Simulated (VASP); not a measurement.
Here is the system:

```xyz
8
Lattice="4.4986 0.0000 0.0000 0.0000 6.3621 0.0000 0.0000 0.0000 23.9317" Properties=species:S:1:pos:R:3 pbc="T T T"
Ba     0.0000     0.0000     8.7149
Ba     2.2493     3.1810    10.7651
Ba     0.0000     0.0000    13.1666
Ba     2.2493     3.1810    15.2168
S      2.2493     0.0000    10.7095
S      0.0000     3.1810     8.7464
S      2.2493     0.0000    15.1853
S      0.0000     3.1810    13.2222
```

Method: PBEsol GGA, VASP's PBE PAW potentials (set 64) (plane waves; VASP). Settings: PREC = Normal, 400 eV cut-off, 5×3×1 Γ-centred mesh, Gaussian smearing of 0.050 eV, potentials Ba_sv S.

Q: Predict the energy per atom (σ→0).

A: 
```
Item                           Result
---------------------  --------------
energy per atom (σ→0)  -5.050 eV/atom
```

The cell is a thin slab with vacuum, built from BaS (rock salt): (110) face.
